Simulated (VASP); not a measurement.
Method: LDA (Ceperley-Alder, Perdew-Zunger), VASP's LDA PAW potentials (set 64) (plane waves; VASP).

A VASP calculation is set up with these files.

### INCAR
```
ALGO=Normal
EDIFF=1E-6
ENCUT=400
ISIF=2
ISMEAR=-1
LASPH=.True.
LCHARG=.False.
LMAXMIX=4
LREAL=.False.
LWAVE=.False.
NELM=100
PREC=Accurate
SIGMA=0.01
SYSTEM=KZnF3
```

**POSCAR**
```
KZnF3
1
    3.9937050000     0.0000000000     0.0000000000
    0.0000000000     3.9937050000     0.0000000000
    0.0000000000     0.0000000000     3.9937050000
K Zn F
1 1 3
Direct
  0.0000000000   0.0000000000   0.0000000000
  0.5000000000   0.5000000000   0.5000000000
  0.5000000000   0.0000000000   0.5000000000
  0.0000000000   0.5000000000   0.5000000000
  0.5000000000   0.5000000000   0.0000000000
```

**KPOINTS**
```
kpoints
0
gamma
  4 4 4
```

POTCAR, in this order: K_sv Zn F (LDA.64 set). Program: vasp_std.

What VASP printed:

**OSZICAR**
```
       N       E                     dE             d eps       ncg     rms          rms(c)
DAV:   1     0.399489748060E+03    0.39949E+03   -0.19911E+04   500   0.171E+03
DAV:   2     0.610669953553E+01   -0.39338E+03   -0.38251E+03   582   0.452E+02
DAV:   3    -0.244434696133E+02   -0.30550E+02   -0.30413E+02   607   0.142E+02
DAV:   4    -0.250951676150E+02   -0.65170E+00   -0.65107E+00   784   0.197E+01
DAV:   5    -0.251061018070E+02   -0.10934E-01   -0.10931E-01   680   0.174E+00    0.122E+01
DAV:   6    -0.232084711600E+02    0.18976E+01   -0.65819E+00   739   0.375E+01    0.811E+00
DAV:   7    -0.232137924883E+02   -0.53213E-02   -0.12358E+00   518   0.770E+00    0.502E+00
DAV:   8    -0.232029836961E+02    0.10809E-01   -0.54443E-01   661   0.153E+01    0.155E+00
DAV:   9    -0.231757582450E+02    0.27225E-01   -0.71240E-02   752   0.726E+00    0.761E-01
DAV:  10    -0.231680490459E+02    0.77092E-02   -0.92383E-02   699   0.792E+00    0.239E-01
DAV:  11    -0.231680206063E+02    0.28440E-04   -0.13340E-02   630   0.124E+00    0.651E-02
DAV:  12    -0.231681619875E+02   -0.14138E-03   -0.59853E-04   679   0.351E-01    0.853E-02
DAV:  13    -0.231680594563E+02    0.10253E-03   -0.49673E-04   605   0.845E-01    0.490E-02
DAV:  14    -0.231680411165E+02    0.18340E-04   -0.23100E-04   541   0.114E-01    0.104E-02
DAV:  15    -0.231680413403E+02   -0.22379E-06   -0.56834E-06   664   0.512E-02
   1 F= -.23168041E+02 E0= -.23168041E+02  d E =-.126568E-13
```

File OUTCAR:
```
------------------------ aborting loop because EDIFF is reached ----------------------------------------
  FORCE on cell =-STRESS in cart. coord.  units (eV):
  Direction    XX          YY          ZZ          XY          YZ          ZX
  --------------------------------------------------------------------------------------
  Total       -3.6415119     -3.6415119     -3.6415119     -0.0000000      0.0000000      0.0000000
  in kB      -91.5934408    -91.5934408    -91.5934408     -0.0000000      0.0000000      0.0000000
  external PRESSURE =     -91.5934408 kB  Pullay stress =       0.0000000 kB
  volume of cell :       63.70
      direct lattice vectors                 reciprocal lattice vectors
     3.993705000  0.000000000  0.000000000     0.250394058  0.000000000  0.000000000
     0.000000000  3.993705000  0.000000000     0.000000000  0.250394058  0.000000000
     0.000000000  0.000000000  3.993705000     0.000000000  0.000000000  0.250394058
 POSITION                                       TOTAL-FORCE (eV/Angst)
 -----------------------------------------------------------------------------------
      0.00000      0.00000      0.00000         0.000000      0.000000      0.000000
      1.99685      1.99685      1.99685         0.000000      0.000000      0.000000
      1.99685      0.00000      1.99685         0.000000      0.000000      0.000000
      0.00000      1.99685      1.99685         0.000000      0.000000      0.000000
      1.99685      1.99685      0.00000         0.000000      0.000000      0.000000
 -----------------------------------------------------------------------------------
    total drift:                                0.000000      0.000000      0.000000
  FREE ENERGIE OF THE ION-ELECTRON SYSTEM (eV)
  ---------------------------------------------------
  free  energy   TOTEN  =       -23.1680413403 eV

  energy  without entropy=      -23.1680413403  energy(sigma->0) =      -23.16804134
```
(Selected blocks of OUTCAR.)

File OUTCAR:
```
 val. band max:       -0.7650141600   @ k =   0.5000   0.5000   0.5000

 cond. band min:       2.9464634555   @ k =   0.0000   0.0000   0.0000


 Fermi energy:        -0.4737364153

 k-point     1 :       0.0000    0.0000    0.0000
  band No.  band energies     occupation
      1     -27.4479      2.00000
      2     -22.3001      2.00000
      3     -21.5793      2.00000
      4     -21.5793      2.00000
      5     -11.1909      2.00000
      6     -11.1909      2.00000
      7     -11.1909      2.00000
      8      -5.3119      2.00000
      9      -5.3119      2.00000
     10      -5.3119      2.00000
     11      -4.3249      2.00000
     12      -4.3249      2.00000
     13      -4.3249      2.00000
     14      -3.9200      2.00000
     15      -3.9200      2.00000
     16      -3.0855      2.00000
     17      -3.0855      2.00000
     18      -3.0855      2.00000
     19      -2.8303      2.00000
     20      -2.8303      2.00000
     21      -2.8303      2.00000
     22       2.9465      0.00000
     23       7.5280      0.00000
     24       7.5280      0.00000
     25       8.4068      0.00000

 k-point     2 :       0.2500    0.0000    0.0000
  band No.  band energies     occupation
      1     -27.4316      2.00000
      2     -22.2288      2.00000
      3     -21.6438      2.00000
      4     -21.5666      2.00000
      5     -11.1805      2.00000
      6     -11.1595      2.00000
      7     -11.1595      2.00000
      8      -6.1358      2.00000
      9      -5.2700      2.00000
     10      -5.2700      2.00000
     11      -4.5772      2.00000
     12      -4.5772      2.00000
     13      -4.3220      2.00000
     14      -3.9193      2.00000
     15      -3.7748      2.00000
     16      -3.2044      2.00000
     17      -3.0201      2.00000
     18      -3.0201      2.00000
     19      -2.7497      2.00000
     20      -2.7497      2.00000
     21      -2.6734      2.00000
     22       4.1196      0.00000
     23       7.8852      0.00000
...
```

At this cut-off the stress carries a Pulay error, which pulls relaxed volumes low.

The structure is a typed KZnF3 crystal (Pm-3m). The cell was not relaxed at this level. The run is one of a series of settings (GGA removed, POTCAR K_sv Zn F (LDA.64 set) against the base run), some of them coarse on purpose.
